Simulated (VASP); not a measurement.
# ZnPt (P4/mmm) in VASP: a series of runs

One crystal, ZnPt, is run at these levels: LDA; tasks: single point.

Everything below comes from runs of VASP 6.6.1. Logs are shortened: lines on timing, memory, paths and dates and some standing lists are left out, and cuts for length are marked.

## (1) The cell of the first run

It takes space group P4/mmm (No. 123, tetragonal). The conventional cell has a = 2.635 Å, b = 2.635 Å, c = 3.229 Å, α = 90.00°, β = 90.00°, γ = 90.00°. Zn (site symmetry 4/mmm) has 8 Pt at 2.47 Å and 4 Zn at 2.63 Å as nearest neighbours. Pt (site symmetry 4/mmm) has 8 Zn at 2.47 Å and 4 Pt at 2.63 Å as nearest neighbours.

## (2) Single point, LDA (strain -0.080 along x and y, -0.080 along z, atoms carried along)

The input, INCAR:

```
PREC     = Accurate       # precision mode
ENCUT    = 520            # plane-wave cutoff, eV
EDIFF    = 1E-7           # SCF threshold, eV
ISMEAR   = 0              # smearing method
SIGMA    = 0.15           # smearing width, eV
LREAL    = False          # projectors in reciprocal space
LASPH    = True           # aspherical terms in the spheres
NELM     = 100            # most SCF steps
ALGO     = Fast           # electronic algorithm
ISIF     = 2              # what is computed and relaxed
LWAVE    = False          # write WAVECAR
LCHARG   = False          # write CHGCAR
NBANDS   = 18             # bands
```

The input, KPOINTS:

```
Automatic mesh
0
Gamma
  16 16 14
```

The input, POSCAR:

```
ZnPt
1.0
    2.6348800000      0.0000000000      0.0000000000
    0.0000000000      2.6348800000      0.0000000000
    0.0000000000      0.0000000000      3.2292000000
Zn Pt
1 1
Direct
    0.5000000000      0.5000000000      0.5000000000
    0.0000000000      0.0000000000      0.0000000000
```

Potentials or basis: VASP PAW LDA potentials, release 64 (Zn, Pt).

The run is started by

```bash
cat potpaw_LDA.64/Zn/POTCAR potpaw_LDA.64/Pt/POTCAR > POTCAR
mpirun -np 1 vasp_std > vasp.out
```

OUTCAR:

```text
PREC = Accurate
   ENCUT = 520
   EDIFF = 1E-7
   ISMEAR = 0
   LREAL = False
   LASPH = True
   NELM = 100
   ISIF = 2

 ion  position               nearest neighbor table
   1  0.500  0.500  0.500-   2 2.47   2 2.47   2 2.47   2 2.47   2 2.47   2 2.47   2 2.47   2 2.47

   2  0.000  0.000  0.000-   1 2.47   1 2.47   1 2.47   1 2.47   1 2.47   1 2.47   1 2.47   1 2.47

  LATTYP: Found a simple tetragonal cell.
 ALAT       =     2.6348800000
 C/A-ratio  =     1.2255586592

  Lattice vectors:

 A1 = (   2.6348800000,   0.0000000000,   0.0000000000)
 A2 = (   0.0000000000,   2.6348800000,   0.0000000000)
 A3 = (   0.0000000000,   0.0000000000,   3.2292000000)

Analysis of symmetry for initial positions (statically):
=====================================================================
 Subroutine PRICEL returns:
 Original cell was already a primitive cell.

 Routine SETGRP: Setting up the symmetry group for a
 simple tetragonal supercell.

 Subroutine GETGRP returns: Found 16 space group operations
 (whereof 16 operations were pure point group operations)
 out of a pool of 16 trial point group operations.

The static configuration has the point symmetry D_4h.

Analysis of symmetry for dynamics (positions and initial velocities):
=====================================================================
 Subroutine PRICEL returns:
 Original cell was already a primitive cell.

 Routine SETGRP: Setting up the symmetry group for a
 simple tetragonal supercell.

 Subroutine GETGRP returns: Found 16 space group operations
 (whereof 16 operations were pure point group operations)
 out of a pool of 16 trial point group operations.

The dynamic configuration has the point symmetry D_4h.

 Subroutine INISYM returns: Found 16 space group operations
 (whereof 16 operations are pure point group operations),
 and found     1 'primitive' translations

----------------------------------------------------------------------------------------

                                     Primitive cell

  volume of cell :      22.4190

  direct lattice vectors                    reciprocal lattice vectors
     2.634880000  0.000000000  0.000000000     0.379523925  0.000000000  0.000000000
     0.000000000  2.634880000  0.000000000     0.000000000  0.379523925  0.000000000
     0.000000000  0.000000000  3.229200000     0.000000000  0.000000000  0.309674223

  length of vectors
     2.634880000  2.634880000  3.229200000     0.379523925  0.379523925  0.309674223

  position of ions in fractional coordinates (direct lattice)
     0.500000000  0.500000000  0.500000000
     0.000000000  0.000000000  0.000000000

  ion indices of the primitive-cell ions
   primitive index   ion index
                 1           1
                 2           2

----------------------------------------------------------------------------------------

 KPOINTS: Automatic mesh

Automatic generation of k-mesh.
 Grid dimensions read from file:
 generate k-points for:   16   16   14

 Generating k-lattice:

  Cartesian coordinates                     Fractional coordinates (reciprocal lattice)
     0.023720245  0.000000000  0.000000000     0.062500000  0.000000000  0.000000000
     0.000000000  0.023720245  0.000000000     0.000000000  0.062500000  0.000000000
     0.000000000  0.000000000  0.022119587     0.000000000  0.000000000  0.071428571

  Length of vectors
     0.023720245  0.023720245  0.022119587

  Shift w.r.t. Gamma in fractional coordinates (k-lattice)
     0.000000000  0.000000000  0.000000000

 Subroutine IBZKPT returns following result:
 ===========================================

 Found    360 irreducible k-points:

 Following reciprocal coordinates:
            Coordinates               Weight
  0.000000  0.000000  0.000000      1.000000
  0.062500  0.000000  0.000000      4.000000
  0.125000  0.000000  0.000000      4.000000
  0.187500  0.000000  0.000000      4.000000
  0.250000  0.000000  0.000000      4.000000
  0.312500  0.000000  0.000000      4.000000
[... 16 lines left out ...]
  0.437500  0.125000  0.000000      8.000000
  0.500000  0.125000  0.000000      4.000000
 [... further k-points ...]
   k-points           NKPTS =    360   k-points in BZ     NKDIM =    360   number of bands    NBANDS=     18
   number of dos      NEDOS =    301   number of ions     NIONS =      2
   total plane-waves  NPLWV =   9600
   dimension x,y,z NGX =    20 NGY =   20 NGZ =   24
   dimension x,y,z NGXF=    40 NGYF=   40 NGZF=   48
   ions per type =               1   1
   NGX,Y,Z   is equivalent  to a cutoff of  12.62, 12.62, 12.36 a.u.
   NGXF,Y,Z  is equivalent  to a cutoff of  25.24, 25.24, 24.71 a.u.
 SYSTEM =  unknown system
   PREC   = accura    normal or accurate (medium, high low for compatibility)
   ISTART =      0    job   : 0-new  1-cont  2-samecut
   ICHARG =      2    charge: 1-file 2-atom 10-const
   ISPIN  =      1    spin polarized calculation?
   LNONCOLLINEAR =      F non collinear calculations
   LSORBIT =      F    spin-orbit coupling
   LASPH  =      T    aspherical Exc in radial PAW
   ENCUT  =  520.0 eV  38.22 Ry    6.18 a.u.   4.90  4.90  6.00*2*pi/ulx,y,z
   NELM   =    100;   NELMIN=  2; NELMDL= -5     # of ELM steps
   EDIFF  = 0.1E-06   stopping-criterion for ELM
   LREAL  =      F    real-space projection
   EDIFFG = 0.1E-05   stopping-criterion for IOM
   NSW    =      0    number of steps for IOM
   IBRION =     -1    ionic relax: 0-MD 1-quasi-New 2-CG
   NFREE  =      0    steps in history (QN), initial steepest desc. (CG)
   ISIF   =      2    stress and relaxation
   ISYM   =      2    0-nonsym 1-usesym 2-fastsym
   POTIM  = 0.5000    time-step for ionic-motion
   TEBEG  =    0.0;   TEEND  =   0.0 temperature during run
   PSTRESS=    0.0 pullay stress
   NELECT =      22.0000    total number of electrons
   NUPDOWN=      -1.0000    fix difference up-down
   EMIN   =  10.00;   EMAX   =-10.00  energy-range for DOS
   EFERMI =   0.00;   METHOD = LEGACY
   ISMEAR =     0;   SIGMA  =   0.15  broadening in eV -4-tet -1-fermi 0-gaus
   EFERMI_NEDOS =   21; number of points for ismear=-14 and -15
   IALGO  =     68    algorithm
   IMIX   =      4    mixing-type and parameters
     AMIX     =   0.40;   BMIX     =  1.00
     AMIX_MAG =   1.60;   BMIX_MAG =  1.00
  volume/ion in A,a.u.               =      11.21        75.65
  Fermi-wavevector in a.u.,A,eV,Ry     =   1.626835  3.074272 36.009073  2.646592
  Thomas-Fermi vector in A             =   2.719729
   LORBIT       =      0    0 simple, 1 ext, 2 COOP (PROOUT), +10 PAW based schemes
   GGA     = CA    functional components
   LHFCALC =     F    Hartree Fock is set to
   AEXX    =    0.0000 exact exchange contribution
   IVDW    =     0    specifies the selected vdW correction
   LEPSILON=     F    determine dielectric tensor
   LRPA    =     F    only Hartree local field effects (RPA)
 non-spin polarized calculation
 RMM-DIIS sequential band-by-band and
 Gauss-broadening in eV      SIGMA  =   0.15
  energy-cutoff  :      520.00
  volume of cell :       22.42
 maximum number of plane-waves:       618
 NGX is ok and might be reduce to    20
   NGX =  9   NGY =  9   NGZ = 13

 number of electron      22.0000023 magnetization

 Free energy of the ion-electron system (eV)
  ---------------------------------------------------
  ext. energy  EPLUGINS =         0.00000000
  ---------------------------------------------------
  free energy    TOTEN  =        -9.61662802 eV

  energy without entropy =       -9.61350651  energy(sigma->0) =       -9.61506726

 E-fermi :  11.1683     XC(G=0): -14.5888

 val. band max:       11.1512778184   @ k =   0.5000   0.3750   0.1429
 cond. band min:      11.2108451921   @ k =   0.2500   0.2500   0.5000
 fundamental gap:      0.0595673738
 Fermi energy:        11.1683193145

 k-point     1 :       0.0000    0.0000    0.0000
  band No.  band energies     occupation
      1      -1.9409      2.00000
      2       1.3980      2.00000
      3       1.6100      2.00000
      4       3.0590      2.00000
      5       3.0590      2.00000
      6       3.5287      2.00000
[... 10 lines left out ...]
     17      28.8887      0.00000
     18      29.7750      0.00000

 k-point     2 :       0.0625    0.0000    0.0000
  band No.  band energies     occupation
      1      -1.8329      2.00000
      2       1.4471      2.00000
      3       1.6545      2.00000
      4       3.0474      2.00000
      5       3.0728      2.00000
      6       3.5161      2.00000
[... 10 lines left out ...]
     17      29.0169      0.00000
     18      30.1816      0.00000

 k-point     3 :       0.1250    0.0000    0.0000
  band No.  band energies     occupation
      1      -1.5161      2.00000
      2       1.5790      2.00000
      3       1.7888      2.00000
      4       3.0154      2.00000
      5       3.1122      2.00000
      6       3.4806      2.00000
[... 10 lines left out ...]
     17      29.3472      0.00000
     18      31.8050      0.00000

 k-point     4 :       0.1875    0.0000    0.0000
  band No.  band energies     occupation
      1      -1.0111      2.00000
      2       1.7618      2.00000
      3       2.0032      2.00000
      4       2.9706      2.00000
      5       3.1722      2.00000
      6       3.4286      2.00000
[... 375 lines left out ...]
      4       2.6820      2.00000
      5       3.1292      2.00000
      6       3.3812      2.00000
[... 10 lines left out ...]
     17      27.8942      0.00000
     18      28.6875      0.00000

 k-point    23 :       0.4375    0.1250    0.0000
  band No.  band energies     occupation
      1       1.9978      2.00000
      2       2.5785      2.00000
      3       2.6662      2.00000
      4       2.6895      2.00000
      5       3.0498      2.00000
      6       3.5457      2.00000
[... 10 lines left out ...]
     17      26.2160      0.00000
     18      28.8535      0.00000

 k-point    24 :       0.5000    0.1250    0.0000
  band No.  band energies     occupation
      1       2.2725      2.00000
      2       2.5167      2.00000
      3       2.6930      2.00000
      4       2.6995      2.00000
      5       3.0119      2.00000
      6       3.6559      2.00000
[... 10 lines left out ...]
     17      25.1488      0.00000
     18      29.0567      0.00000

 [... further k-points ...]

------------------------ aborting loop because EDIFF is reached ----------------------------------------

  FORCE on cell =-STRESS in cart. coord.  units (eV):
  Direction    XX          YY          ZZ          XY          YZ          ZX
  --------------------------------------------------------------------------------------
  -------------------------------------------------------------------------------------
  Total       10.4543224     10.4543224      9.7359428      0.0000000     -0.0000000      0.0000000
  in kB      747.1191132    747.1191132    695.7800463      0.0000000     -0.0000000      0.0000000
  external PRESSURE =     730.0060909 kB  Pullay stress =       0.0000000 kB

 VOLUME and BASIS-vectors are now :
 -----------------------------------------------------------------------------
  energy-cutoff  :      520.00
  volume of cell :       22.42
      direct lattice vectors                 reciprocal lattice vectors
     2.634880000  0.000000000  0.000000000     0.379523925  0.000000000  0.000000000
     0.000000000  2.634880000  0.000000000     0.000000000  0.379523925  0.000000000
     0.000000000  0.000000000  3.229200000     0.000000000  0.000000000  0.309674223

 POSITION                                       TOTAL-FORCE (eV/Angst)
 -----------------------------------------------------------------------------------
      1.31744      1.31744      1.61460         0.000000      0.000000      0.000000
      0.00000      0.00000      0.00000         0.000000      0.000000      0.000000
 -----------------------------------------------------------------------------------
    total drift:                               -0.000000      0.000000      0.000000

  FREE ENERGIE OF THE ION-ELECTRON SYSTEM (eV)
  ---------------------------------------------------
  free  energy   TOTEN  =        -9.6166280169 eV

  energy  without entropy=       -9.6135065099  energy(sigma->0) =       -9.61506726
```

It took 58 s on 1 thread of Intel Xeon Platinum 8559C (Emerald Rapids), shared host; peak memory 0.25 GiB.

What came out:

```yaml
Free_energy: -9.6166 eV
Pressure: 73.0 GPa
Band_gap_on_the_k_mesh: none (metal or under the smearing width)
```

Levels at points of the mesh, in eV from the Fermi level:
| k point | band 8 | band 9 | band 10 | band 11 | band 12 | band 13 | band 14 | band 15 |
| --- | --- | --- | --- | --- | --- | --- | --- | --- |
| (0.00, 0.00, 0.00) | -5.07 | -1.84 | -1.84 | -1.09 | 2.19 | 9.11 | 9.11 | 11.78 |
| (0.50, 0.00, 0.00) | -6.07 | -4.86 | -3.76 | -2.14 | 1.85 | 9.74 | 11.18 | 13.93 |
| (0.50, 0.50, 0.00) | -3.12 | -3.12 | -1.25 | -1.25 | 0.53 | 7.03 | 7.81 | 9.55 |
| (0.00, 0.00, 0.50) | -6.98 | -3.38 | -3.38 | -2.57 | -1.24 | 12.98 | 14.89 | 15.93 |
| (0.50, 0.00, 0.50) | -3.12 | -2.70 | -2.30 | -1.92 | -1.42 | 4.59 | 6.00 | 15.17 |
| (0.50, 0.50, 0.50) | -7.16 | -1.63 | 0.56 | 3.27 | 5.92 | 5.92 | 6.02 | 8.47 |

Caveat: the cell as given lies far from equilibrium; so large a pressure means that the cell lies far from this level's equilibrium, or that cutoff or potentials fall short.

## (3) Single point, LDA (strain -0.080 along x and y, +0.000 along z, atoms carried along)

The input, INCAR:

```
ALGO = Fast
EDIFF = 1E-6
ENCUT = 520
ISIF = 2
ISMEAR = 0
LASPH = True
LCHARG = True
LELF = True
LREAL = False
LVHAR = True
LWAVE = False
NBANDS = 18
NELM = 100
PREC = Accurate
SIGMA = 0.15
```

The input, KPOINTS:

```
k-points
0
Gamma
  16 16 14
```

POSCAR: that of step 2 with these lines changed.

```diff
@@ -4,3 +4,3 @@
     0.0000000000      2.6348800000      0.0000000000
-    0.0000000000      0.0000000000      3.2292000000
+    0.0000000000      0.0000000000      3.5100000000
 Zn Pt
```

Potentials or basis: VASP PAW LDA potentials, release 64 (Zn, Pt).

The run is started by

```bash
cat potpaw_LDA.64/Zn/POTCAR potpaw_LDA.64/Pt/POTCAR > POTCAR
mpirun -np 1 vasp_std > vasp.out
```

Wall time 66 s (1 thread of Intel Xeon Platinum 8559C (Emerald Rapids), shared host); peak memory 0.26 GiB.

The run converged. Its results:

* Free energy: -10.1840 eV
* Pressure: 35.9 GPa
* Band gap on the k mesh: none (metal or under the smearing width)

Stress tensor (GPa, compression positive):
```
40.81  0.00  0.00
 0.00 40.81  0.00
 0.00  0.00 26.12
```

Levels at points of the mesh, in eV from the Fermi level:
```csv
k point,band 7,band 8,band 9,band 10,band 11,band 12,band 13,band 14,band 15,band 16
"(0.00, 0.00, 0.00)",-5.93,-4.90,-1.56,-1.56,-0.57,1.00,9.18,10.04,10.04,17.15
"(0.50, 0.00, 0.00)",-5.79,-5.44,-4.20,-3.00,-1.67,2.28,8.70,9.63,12.49,13.14
"(0.50, 0.50, 0.00)",-3.10,-3.10,-2.59,-0.39,-0.39,1.04,7.24,7.36,8.72,12.16
"(0.00, 0.00, 0.50)",-6.90,-6.49,-3.09,-2.55,-2.55,-0.64,13.55,14.55,15.74,15.74
"(0.50, 0.00, 0.50)",-5.34,-2.79,-2.40,-1.78,-1.53,-1.51,4.56,4.88,15.85,16.31
"(0.50, 0.50, 0.50)",-6.22,-6.22,-1.73,1.05,3.53,5.91,5.91,6.17,7.34,7.34
```

Caveat: so large a pressure means that the cell lies far from this level's equilibrium, or that cutoff or potentials fall short.
